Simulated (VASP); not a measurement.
Input:

```
CELL_PARAMETERS angstrom
      7.89216     0.00000     0.00000
      0.00000     7.89216     0.00000
      0.00000     0.00000    11.83823
ATOMIC_POSITIONS crystal
  Sr 0.00617 0.00499 0.00671
  Sr 0.99681 0.00197 0.32821
  Sr 0.99489 0.00130 0.68173
  Sr 0.00894 0.50921 0.00340
  Sr 0.99654 0.49475 0.33054
  Sr 0.99989 0.50324 0.67698
  Sr 0.50684 0.00639 0.00639
  Sr 0.52140 0.00301 0.33115
  Sr 0.51584 0.00168 0.67805
  Sr 0.50377 0.51001 0.00449
  Sr 0.51796 0.49617 0.33554
  Sr 0.50756 0.50509 0.67044
  Ti 0.26477 0.26307 0.17701
  Ti 0.25788 0.23370 0.50690
  Ti 0.26090 0.25970 0.84422
  Ti 0.26445 0.75583 0.17929
  Ti 0.25731 0.76711 0.50489
  Ti 0.25957 0.76159 0.84190
  Ti 0.76567 0.25295 0.17439
  Ti 0.76716 0.25001 0.50914
  Ti 0.76230 0.26406 0.84561
  Ti 0.76451 0.75159 0.17540
  Ti 0.76726 0.74345 0.50611
  Ti 0.75906 0.76110 0.84597
  O  0.23066 0.99534 0.18092
  O  0.99591 0.23917 0.16759
  O  0.24446 0.23692 0.99987
  O  0.25388 0.00122 0.50025
  O  0.00374 0.28340 0.49706
  O  0.24031 0.28112 0.33696
  O  0.24446 0.99192 0.80578
  O  0.99482 0.22712 0.83326
  O  0.23866 0.27819 0.65777
  O  0.22992 0.49765 0.15133
  O  0.99599 0.75152 0.15590
  O  0.24754 0.76321 0.99513
  O  0.00571 0.71915 0.49058
  O  0.24545 0.71281 0.33411
  O  0.24440 0.49446 0.83384
  O  0.99518 0.73753 0.82528
  O  0.24306 0.71353 0.65474
  O  0.73230 0.99858 0.15869
  O  0.49247 0.23873 0.16915
  O  0.74215 0.25494 0.99994
  O  0.73557 0.00460 0.49249
  O  0.48477 0.28690 0.49710
  O  0.74613 0.24764 0.32945
  O  0.74304 0.99644 0.82940
  O  0.49477 0.22661 0.83216
  O  0.74485 0.24614 0.66268
  O  0.73089 0.49886 0.16351
  O  0.49394 0.75107 0.15616
  O  0.74624 0.74633 0.99807
  O  0.73601 0.50093 0.49365
  O  0.48402 0.71770 0.49107
  O  0.74855 0.76023 0.32963
  O  0.74289 0.49714 0.82374
  O  0.49674 0.73783 0.82372
  O  0.75066 0.75872 0.65912
```
Cell charge +2.

These are PBE GGA, VASP's PBE PAW potentials (set 64) (plane waves; VASP) values and carry that method's errors. Run with PREC = Normal, LREAL = Auto, ISYM = 0, NELECT = 376.0, EDIFF = 1E-5, 400 eV cut-off, 1×1×1 Γ-centred mesh, Gaussian smearing of 0.050 eV, potentials Sr_sv Ti O.

At this cut-off the stress carries a Pulay error, which pulls relaxed volumes low. The cell is charged, with a uniform compensating background. The supercell is sampled at Γ alone, which is coarse: total energies, pressure and levels can be off, energies of defects by several tenths of an eV.

**Question.** The ions are relaxed. What does this cell relax into?

**Answer.** 
```
CELL_PARAMETERS angstrom
      7.89216     0.00000     0.00000
      0.00000     7.89216     0.00000
      0.00000     0.00000    11.83823
ATOMIC_POSITIONS crystal
  Sr 0.00626 0.00639 0.01015
  Sr 0.99270 0.01323 0.33483
  Sr 0.99270 0.00172 0.68091
  Sr 0.00475 0.50947 0.00403
  Sr 0.98869 0.50651 0.33221
  Sr 0.99862 0.50230 0.68044
  Sr 0.50760 0.00724 0.00825
  Sr 0.51945 0.00880 0.33321
  Sr 0.51583 0.00079 0.67718
  Sr 0.50319 0.51075 0.00567
  Sr 0.51742 0.50612 0.33440
  Sr 0.50814 0.50124 0.67300
  Ti 0.25974 0.26869 0.17982
  Ti 0.25636 0.23628 0.50633
  Ti 0.25908 0.25771 0.84631
  Ti 0.25948 0.76000 0.18315
  Ti 0.25676 0.76563 0.50509
  Ti 0.25996 0.76411 0.84386
  Ti 0.76070 0.26332 0.17397
  Ti 0.76381 0.26061 0.50859
  Ti 0.75775 0.26110 0.84517
  Ti 0.76269 0.76207 0.17473
  Ti 0.76369 0.75643 0.50864
  Ti 0.75827 0.75927 0.84526
  O  0.23552 0.99333 0.19148
  O  0.99699 0.23820 0.16053
  O  0.25286 0.21537 0.99803
  O  0.24261 0.00068 0.50447
  O  0.00264 0.27322 0.48833
  O  0.24241 0.29530 0.33637
  O  0.24718 0.99163 0.79875
  O  0.99582 0.23058 0.82893
  O  0.24344 0.29413 0.65387
  O  0.24496 0.49432 0.14017
  O  0.99790 0.73483 0.15807
  O  0.25151 0.78378 0.99761
  O  0.00108 0.72383 0.49145
  O  0.24510 0.70354 0.33733
  O  0.23833 0.49323 0.84609
  O  0.99662 0.74056 0.82703
  O  0.24498 0.70310 0.65217
  O  0.74305 0.99480 0.15527
  O  0.49304 0.23063 0.16750
  O  0.74039 0.25549 0.99895
  O  0.73889 0.99839 0.49171
  O  0.48740 0.26861 0.48750
  O  0.75086 0.23964 0.32917
  O  0.73826 0.99361 0.83027
  O  0.49503 0.23702 0.82223
  O  0.75090 0.23930 0.66126
  O  0.73560 0.49645 0.16508
  O  0.49303 0.74178 0.16278
  O  0.74386 0.73728 0.99795
  O  0.73538 0.49796 0.49270
  O  0.48924 0.72982 0.49088
  O  0.75025 0.75491 0.32959
  O  0.74450 0.49326 0.82029
  O  0.49514 0.73309 0.82367
  O  0.74920 0.75415 0.66192
```
Cell charge +2.

**Question.** How much energy does the relaxation gain?

**Answer.** The energy (σ→0) changes by -6.3 meV/atom, in 42 ionic steps.

```csv
step,E(σ→0) (eV),max force (eV/Å),pressure (GPa),volume (Å³)
1,-473.7685,0.543,-3.84,737.36
2,-473.8253,0.704,-4.10,737.36
3,-473.8370,0.475,-4.04,737.36
4,-473.9105,0.369,-4.12,737.36
5,-473.9252,0.752,-4.16,737.36
6,-473.9667,0.389,-4.01,737.36
7,-473.9769,0.377,-3.76,737.36
8,-473.9803,0.352,-3.85,737.36
9,-474.0050,0.189,-3.81,737.36
10,-474.0178,0.603,-3.75,737.36
11,-474.0356,0.417,-3.79,737.36
12,-474.0480,0.307,-3.86,737.36
13,-474.0631,0.156,-3.89,737.36
14,-474.0708,0.248,-3.91,737.36
15,-474.0842,0.161,-3.85,737.36
16,-474.0882,0.210,-3.78,737.36
17,-474.1004,0.131,-3.73,737.36
18,-474.1056,0.222,-3.66,737.36
19,-474.1158,0.119,-3.75,737.36
20,-474.1166,0.206,-3.83,737.36
21,-474.1172,0.146,-3.81,737.36
22,-474.1234,0.099,-3.87,737.36
23,-474.1236,0.122,-3.88,737.36
24,-474.1280,0.081,-3.85,737.36
25,-474.1284,0.122,-3.85,737.36
```

The cell is a supercell with a defect, built from SrTiO3 (cubic perovskite, the ideal cubic form; the compound distorts at low or room temperature): vac_O, charge +2. The run is not spin-polarised, so no state with unpaired spins was tried.
